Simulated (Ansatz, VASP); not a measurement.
Mg3C in VASP and in Ansatz

```
CELL_PARAMETERS angstrom
0.00000 3.23907 3.23907
3.23907 0.00000 3.23907
3.23907 3.23907 0.00000
ATOMIC_POSITIONS crystal
Mg 0.25000 0.25000 0.25000
Mg 0.75000 0.75000 0.75000
Mg 0.00000 0.00000 0.00000
C 0.50000 0.50000 0.50000
```

Alike in both runs: functional PBE; k mesh 12 × 12 × 12; occupations gaussian, width 0.1 eV; no spin polarisation.

Ansatz relaxed the structure, and its values are those at the end. VASP's run is a single point on that final structure, the one shown.

|  | VASP | Ansatz |
| --- | --- | --- |
| version | VASP 6.6.1 | Ansatz 0.2.0 |
| potentials or method | VASP PAW PBE potentials, release 64 (Mg, C) | scalar-relativistic, plane waves, PAW |
| plane-wave cutoff (eV) | 520 | 420 |
| valence electrons in the cell | 10 | 34 |

Ansatz gave:

- gap on the k mesh at the Fermi level (eV): none
- pressure (GPa): 0.0

Q: Estimate VASP's values.

A: gap on the k mesh at the Fermi level (eV): none; pressure (GPa): -0.1.

A gap of «none» marks a metal or a gap that the smearing closes. The functional is the same, so the differences come from potentials, cutoffs and numerics. The two sets of potentials don't hold the same shells in valence.
